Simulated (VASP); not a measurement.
# Lu4Pt (Pm-3m) in VASP: a series of runs, part 2 of 2

VASP 6.6.1.

### Step 3. Single point, PBE (species swapped into the Mn4N type (Pm-3m, No. 221))

INCAR

```
  ALGO = Normal
  EDIFF = 1E-7
  ENCUT = 520
  GGA = PE
  ISIF = 2
  ISMEAR = 0
  LASPH = True
  LCHARG = True
  LELF = True
  LREAL = False
  LVHAR = True
  LWAVE = False
  NBANDS = 63
  NELM = 100
  PREC = Accurate
  SIGMA = 0.1
```

KPOINTS

```
k-points
0
Gamma
  4 4 4
```

POSCAR

```
Lu4Pt
1.0
    4.8293667800      0.0000000000      0.0000000000
    0.0000000000      4.8293667800      0.0000000000
    0.0000000000      0.0000000000      4.8293667800
Lu Pt
4 1
Direct
    0.0000000000      0.0000000000      0.0000000000
    0.5000000000      0.5000000000      0.0000000000
    0.5000000000      0.0000000000      0.5000000000
    0.0000000000      0.5000000000      0.5000000000
    0.5000000000      0.5000000000      0.5000000000
```

Potentials or basis: VASP PAW PBE potentials, release 64 (Lu, Pt).

The run is started by

```bash
> cat potpaw_PBE.64/Lu/POTCAR potpaw_PBE.64/Pt/POTCAR > POTCAR
> mpirun -np 1 vasp_std > vasp.out
```

OUTCAR:

```text
EDIFF = 1E-7
   ENCUT = 520
   GGA = PE
   ISIF = 2
   ISMEAR = 0
   LASPH = True
   LREAL = False
   NELM = 100
   PREC = Accurate

 ion  position               nearest neighbor table
   1  0.000  0.000  0.000-   2 3.41   3 3.41   4 3.41   3 3.41   4 3.41   2 3.41   4 3.41   4 3.41
                             2 3.41   3 3.41   3 3.41   2 3.41
   2  0.500  0.500  0.000-   5 2.41   5 2.41   4 3.41   1 3.41   3 3.41   4 3.41   3 3.41   1 3.41
                             3 3.41   3 3.41   1 3.41   4 3.41   4 3.41   1 3.41
   3  0.500  0.000  0.500-   5 2.41   5 2.41   4 3.41   1 3.41   1 3.41   2 3.41   2 3.41   4 3.41
                             2 3.41   2 3.41   1 3.41   4 3.41   1 3.41   4 3.41
   4  0.000  0.500  0.500-   5 2.41   5 2.41   3 3.41   1 3.41   1 3.41   2 3.41   1 3.41   3 3.41
                             1 3.41   2 3.41   3 3.41   2 3.41   2 3.41   3 3.41
   5  0.500  0.500  0.500-   2 2.41   3 2.41   4 2.41   2 2.41   3 2.41   4 2.41

  LATTYP: Found a simple cubic cell.
 ALAT       =     4.8293667800

  Lattice vectors:

 A1 = (   4.8293667800,   0.0000000000,   0.0000000000)
 A2 = (   0.0000000000,   4.8293667800,   0.0000000000)
 A3 = (   0.0000000000,   0.0000000000,   4.8293667800)

Analysis of symmetry for initial positions (statically):
=====================================================================
 Subroutine PRICEL returns:
 Original cell was already a primitive cell.

 Routine SETGRP: Setting up the symmetry group for a
 simple cubic supercell.

 Subroutine GETGRP returns: Found 48 space group operations
 (whereof 48 operations were pure point group operations)
 out of a pool of 48 trial point group operations.

The static configuration has the point symmetry O_h .

Analysis of symmetry for dynamics (positions and initial velocities):
=====================================================================
 Subroutine PRICEL returns:
 Original cell was already a primitive cell.

 Routine SETGRP: Setting up the symmetry group for a
 simple cubic supercell.

[... 117 lines left out ...]
  Fermi-wavevector in a.u.,A,eV,Ry     =   1.624235  3.069359 35.894065  2.638139
  Thomas-Fermi vector in A             =   2.717555
   LORBIT       =      0    0 simple, 1 ext, 2 COOP (PROOUT), +10 PAW based schemes
   GGA     = PE    functional components
   LHFCALC =     F    Hartree Fock is set to
   AEXX    =    0.0000 exact exchange contribution
   IVDW    =     0    specifies the selected vdW correction
   LEPSILON=     F    determine dielectric tensor
   LRPA    =     F    only Hartree local field effects (RPA)
 non-spin polarized calculation
 Gauss-broadening in eV      SIGMA  =   0.10
  energy-cutoff  :      520.00
  volume of cell :      112.63
 maximum number of plane-waves:      3060
 NGX is ok and might be reduce to    36
   NGX = 17   NGY = 17   NGZ = 17

 number of electron     110.0000071 magnetization

 Free energy of the ion-electron system (eV)
  ---------------------------------------------------
  ext. energy  EPLUGINS =         0.00000000
  ---------------------------------------------------
  free energy    TOTEN  =       -21.94133850 eV

  energy without entropy =      -21.92353882  energy(sigma->0) =      -21.93243866

 E-fermi :   4.4728     XC(G=0): -11.6757

 val. band max:        4.3425241111   @ k =   0.2500   0.2500   0.0000
 cond. band min:       4.5294169523   @ k =   0.2500   0.0000   0.0000
 fundamental gap:      0.1868928412
 Fermi energy:         4.4728493966

 k-point     1 :       0.0000    0.0000    0.0000
  band No.  band energies     occupation
      1     -52.0330      2.00000
      2     -51.5733      2.00000
      3     -51.5393      2.00000
      4     -51.5393      2.00000
      5     -22.8068      2.00000
      6     -22.8068      2.00000
[... 649 lines left out ...]
     62       5.9742      0.00000
     63       5.9742      0.00000

------------------------ aborting loop because EDIFF is reached ----------------------------------------

  FORCE on cell =-STRESS in cart. coord.  units (eV):
  Direction    XX          YY          ZZ          XY          YZ          ZX
  --------------------------------------------------------------------------------------
  -------------------------------------------------------------------------------------
  Total       25.2914855     25.2914855     25.2914855     -0.0000000      0.0000000     -0.0000000
  in kB      359.7612220    359.7612220    359.7612220     -0.0000000      0.0000000     -0.0000000
  external PRESSURE =     359.7612220 kB  Pullay stress =       0.0000000 kB

 VOLUME and BASIS-vectors are now :
 -----------------------------------------------------------------------------
  energy-cutoff  :      520.00
  volume of cell :      112.63
      direct lattice vectors                 reciprocal lattice vectors
     4.829366780  0.000000000  0.000000000     0.207066484  0.000000000  0.000000000
     0.000000000  4.829366780  0.000000000     0.000000000  0.207066484  0.000000000
     0.000000000  0.000000000  4.829366780     0.000000000  0.000000000  0.207066484

 POSITION                                       TOTAL-FORCE (eV/Angst)
 -----------------------------------------------------------------------------------
      0.00000      0.00000      0.00000         0.000000      0.000000      0.000000
      2.41468      2.41468      0.00000         0.000000      0.000000      0.000000
      2.41468      0.00000      2.41468         0.000000      0.000000      0.000000
      0.00000      2.41468      2.41468         0.000000      0.000000      0.000000
      2.41468      2.41468      2.41468         0.000000      0.000000      0.000000
 -----------------------------------------------------------------------------------
    total drift:                                0.000000      0.000000      0.000000

  FREE ENERGIE OF THE ION-ELECTRON SYSTEM (eV)
  ---------------------------------------------------
  free  energy   TOTEN  =       -21.9413385025 eV

  energy  without entropy=      -21.9235388225  energy(sigma->0) =      -21.93243866
```

Run time: 50 s. Hardware: 1 thread of Intel Xeon 6975P-C (Granite Rapids), shared host; peak memory 0.24 GiB.

What came out:

| Item | Value |
| --- | --- |
| Free energy | -21.9413 eV |
| Pressure | 36.0 GPa |
| Band gap on the k mesh | none (metal or under the smearing width) |

Levels at points of the mesh, in eV from the Fermi level:
```
           k point  band 50  band 51  band 52  band 53  band 54  band 55  band 56  band 57  band 58  band 59
(0.00, 0.00, 0.00)    -4.77    -4.04    -2.28    -2.28     0.20     0.20     0.20     1.36     1.36     1.36
(0.50, 0.00, 0.00)    -4.40    -3.68    -1.79    -1.10    -0.46    -0.46     0.07     1.01     1.25     1.25
(0.50, 0.50, 0.00)    -3.31    -3.03    -3.03    -2.03    -0.62     0.13     0.20     0.21     0.21     0.56
(0.50, 0.50, 0.50)    -3.46    -3.40    -3.40    -2.95    -2.11     0.68     0.68     0.68     1.22     1.22
```

Caveat: a pressure of tens of GPa on the cell as given is suspect, and the run, the potentials or the cell itself is likely at fault. Spin-orbit coupling is left out, which matters for the levels of Lu, Pt.
